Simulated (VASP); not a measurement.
A convergence study with VASP on MnO$_{2}$ (space group P4_2/mnm): one setting is varied, all else stays as given below, so the limit is that of these other settings. Each run relaxes cell and ions from the cell shown. The basis is that of the starting cell, so low cut-offs carry a Pulay error.

```yaml
crystal:
  lattice:
    - [4.37800, 0.00000, 0.00000]
    - [0.00000, 4.37800, 0.00000]
    - [0.00000, 0.00000, 2.85565]
  atoms:
    - { symbol: Mn, position: [0.00000, 0.00000, 0.00000], spin: 3.0 }
    - { symbol: Mn, position: [0.50000, 0.50000, 0.50000], spin: -3.0 }
    - { symbol: O, position: [0.30500, 0.30500, 0.00000] }
    - { symbol: O, position: [0.80500, 0.19500, 0.50000] }
    - { symbol: O, position: [0.19500, 0.80500, 0.50000] }
    - { symbol: O, position: [0.69500, 0.69500, 0.00000] }
```

Computed with LDA (Ceperley-Alder, Perdew-Zunger), VASP's LDA PAW potentials (set 64) (plane waves; VASP 6.6.1). The tightest run used: 800 eV cut-off, 6×6×9 Γ-centred mesh, Fermi-Dirac smearing of 0.010 eV, potentials Mn_pv O.

```csv
setting,relaxed volume (Å³/atom),E (eV/atom),plane waves
ENCUT = 280,7.629,-9.4096,600
ENCUT = 340,8.225,-9.0187,792
ENCUT = 400,8.556,-8.9109,1012
```

Q: These are the cheaper rows. Estimate the results at ENCUT = 800, and how far the last row shown lies from them.

A: 
| quantity | tightest run | last row shown is off by |
|---|---|---|
| relaxed volume (Å³/atom) | 8.711 | -0.154 |
| E (eV/atom) | -8.8822 | -0.0287 |

Left out are rungs that failed or repeat a setting and relaxations that didn't move; long series are thinned to 24 rows.

The structure is a typed MnO2 crystal (space group no. 136). The spin order is the one that the start imposed; others were not tried in this run.
